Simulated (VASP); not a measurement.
CdS (zinc blende): the LDA gap over mesh and path against the volume, with the cell scaled uniformly; LDA's own equilibrium is at 23.903 Å³/atom. VASP (PAW), 400 eV cut-off, 9×9×9 Γ-centred mesh, Gaussian smearing of 0.050 eV, potentials Cd S.  Fit the value as a straight line in ln V.

```csv
V (Å³/atom),LDA gap over mesh and path (eV)
21.034,1.230
21.751,1.165
22.468,1.100
23.185,1.035
23.903,0.971
24.62,0.907
```

Question: Fit the rows as the text says and predict the value at 25.337.

Answer: The slope against ln V is -2.05 eV, the volume deformation potential of this gap. The line misses the rows by up to 0.003 and gives 0.851 at 25.337. The run gave 0.845, -0.006 from the line.

Left out are failed runs and those whose mesh is unfit for this quantity.

The compound is CdS in the zinc blende structure, a metastable form; wurtzite is the usual one.
